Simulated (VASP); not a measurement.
Output of a VASP run:

OSZICAR:
```
       N       E                     dE             d eps       ncg     rms          rms(c)
DAV:   1     0.302927311241E+03    0.30293E+03   -0.14966E+04   720   0.176E+03
DAV:   2     0.117427629176E+02   -0.29118E+03   -0.27940E+03   840   0.452E+02
DAV:   3    -0.157640044479E+02   -0.27507E+02   -0.27247E+02   840   0.153E+02
DAV:   4    -0.165643833108E+02   -0.80038E+00   -0.79975E+00   792   0.276E+01
DAV:   5    -0.165912880544E+02   -0.26905E-01   -0.26904E-01   816   0.521E+00    0.822E+00
DAV:   6    -0.144991826319E+02    0.20921E+01   -0.11175E+01   944   0.289E+01    0.277E+00
DAV:   7    -0.144880367122E+02    0.11146E-01   -0.49813E-01   728   0.482E+00    0.156E+00
DAV:   8    -0.144817594427E+02    0.62773E-02   -0.10417E-01   720   0.362E+00    0.445E-01
DAV:   9    -0.144802953019E+02    0.14641E-02   -0.21187E-02   820   0.107E+00    0.106E-01
DAV:  10    -0.144817685886E+02   -0.14733E-02   -0.31490E-03   720   0.721E-01    0.481E-02
DAV:  11    -0.144817116849E+02    0.56904E-04   -0.24838E-04   778   0.220E-01    0.257E-02
DAV:  12    -0.144817238994E+02   -0.12215E-04   -0.15208E-04   740   0.137E-01    0.140E-02
DAV:  13    -0.144817245068E+02   -0.60736E-06   -0.53371E-05   756   0.757E-02    0.876E-03
DAV:  14    -0.144817233919E+02    0.11149E-05   -0.69964E-06   808   0.208E-02    0.105E-03
DAV:  15    -0.144817234453E+02   -0.53399E-07   -0.24078E-07   728   0.404E-03
   1 F= -.14481723E+02 E0= -.14481723E+02  d E =0.000000E+00
```

### OUTCAR
```
------------------------ aborting loop because EDIFF is reached ----------------------------------------
  FORCE on cell =-STRESS in cart. coord.  units (eV):
  Direction    XX          YY          ZZ          XY          YZ          ZX
  --------------------------------------------------------------------------------------
  Total       -0.0439911     -0.0439911     -0.0439911      0.0000000      0.0000000      0.0000000
  in kB       -1.3120517     -1.3120517     -1.3120517      0.0000000      0.0000000      0.0000000
  external PRESSURE =      -1.3120517 kB  Pullay stress =       0.0000000 kB
  volume of cell :       53.72
      direct lattice vectors                 reciprocal lattice vectors
     0.000000000  2.994779432  2.994779432    -0.166957204  0.166957204  0.166957204
     2.994779432  0.000000000  2.994779432     0.166957204 -0.166957204  0.166957204
     2.994779432  2.994779432  0.000000000     0.166957204  0.166957204 -0.166957204
 POSITION                                       TOTAL-FORCE (eV/Angst)
 -----------------------------------------------------------------------------------
      0.00000      0.00000      0.00000         0.000000      0.000000      0.000000
      1.49739      1.49739      1.49739        -0.000000     -0.000000     -0.000000
      4.49217      4.49217      4.49217         0.000000      0.000000     -0.000000
 -----------------------------------------------------------------------------------
    total drift:                                0.000000     -0.000000      0.000000
  FREE ENERGIE OF THE ION-ELECTRON SYSTEM (eV)
  ---------------------------------------------------
  free  energy   TOTEN  =       -14.4817234453 eV

  energy  without entropy=      -14.4817234453  energy(sigma->0) =      -14.48172345

 total charge

# of ion       s       p       d       tot
------------------------------------------
    1        1.554   0.275   9.865  11.694
    2        1.738   4.321   0.000   6.059
    3        1.738   4.321   0.000   6.059
--------------------------------------------------
tot          5.030   8.918   9.865  23.813

 Electric field gradients after diagonalization (V/A^2)
 (convention: |V_zz| > |V_xx| > |V_yy|)
----------------------------------------------------------------------
 ion       V_xx      V_yy      V_zz     asymmetry (V_yy - V_xx)/ V_zz
----------------------------------------------------------------------
   1       0.001     0.001    -0.002       0.000
   2      -0.004    -0.004     0.008       0.000
   3      -0.004    -0.004     0.008       0.000
```
(Selected blocks of OUTCAR.)

POSCAR:
```
PbF2
1
    0.0000000000     2.9947794324     2.9947794324
    2.9947794324     0.0000000000     2.9947794324
    2.9947794324     2.9947794324     0.0000000000
Pb F
1 2
Direct
  0.0000000000   0.0000000000   0.0000000000
  0.2500000000   0.2500000000   0.2500000000
  0.7500000000   0.7500000000   0.7500000000
```

Write an INCAR and KPOINTS that could have produced this output.

Several could match; the one computed here: the input of the run itself, PW91 GGA, plane waves, VASP's PBE PAW potentials (set 64).

INCAR:
```
ISIF  =  2
GGA  =  91   ! PW91
ALGO  =  Normal   ! blocked Davidson
LMAXMIX  =  4   ! l cut-off of mixed one-centre charges
NELM  =  100   ! most electronic steps
LREAL  =  F   ! projection in real space or not
SYSTEM  =  PbF2
LORBIT  =  11   ! lm-projected
NEDOS  =  601
EDIFF  =  1E-7   ! SCF stop (eV)
LWAVE  =  F
ENCUT  =  520   ! plane-wave cut-off (eV)
LEFG  =  T
ISMEAR  =  -5   ! tetrahedra, Bloechl
LCHARG  =  T
PREC  =  Accurate
LASPH  =  T   ! aspherical one-centre terms
```

**KPOINTS**
```
Automatic
0
gamma
7 7 7
```

POTCAR, in this order: Pb_d F (PBE.64 set). Program: vasp_std.

The compound is PbF2 in the fluorite structure, the β form. It was relaxed first.
